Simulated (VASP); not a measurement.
# GaB: single point with HSE(alpha, omega)

The system is GaB.

```xyz
2
Lattice="2.7182 0.0000 0.0000 0.0000 2.7182 0.0000 0.0000 0.0000 3.2362" Properties=species:S:1:pos:R:3 pbc="T T T"
Ga    1.3591    1.3591    1.6181
B     0.0000    0.0000    0.0000
```

The cell was built by a generator and needn't be a form met in nature.

```json
{
  "Program": "VASP 6.6.1",
  "Task": "single point",
  "Functional": "HSE(alpha, omega)",
  "Potentials or basis": "VASP PAW PBE potentials, release 64 (Ga_d, B)",
  "Cutoff": "520 eV",
  "k mesh": "5 × 5 × 4",
  "Occupations": "fermi-dirac, width 0.05 eV",
  "Spin": "no spin polarisation"
}
```

- Pressure: -3.8 GPa
- Band gap on the k mesh: none (metal or under the smearing width)

Stress tensor (GPa, compression positive):
```
-2.87  0.00  0.00
 0.00 -2.87  0.00
 0.00  0.00 -5.79
```

Levels at points of the mesh, in eV from the Fermi level:
```csv
k point,band 5,band 6,band 7,band 8,band 9,band 10,band 11,band 12
"(0.00, 0.00, 0.00)",-17.83,-15.15,-2.12,2.27,3.17,3.17,9.80,10.01
"(0.00, 0.00, 0.50)",-17.83,-11.37,-11.30,5.12,5.12,9.18,10.46,10.46
```

It took 3.7 min on 1 thread of AMD EPYC 9R45 (Zen 5), with other jobs on the host, peak memory 0.2 GiB.

Caveat: the k mesh is coarse (spacing up to 0.49 Å⁻¹), so the values aren't converged, least of all with exact exchange; the PAW data sets were made with another functional, which shifts forces and pressure a little.
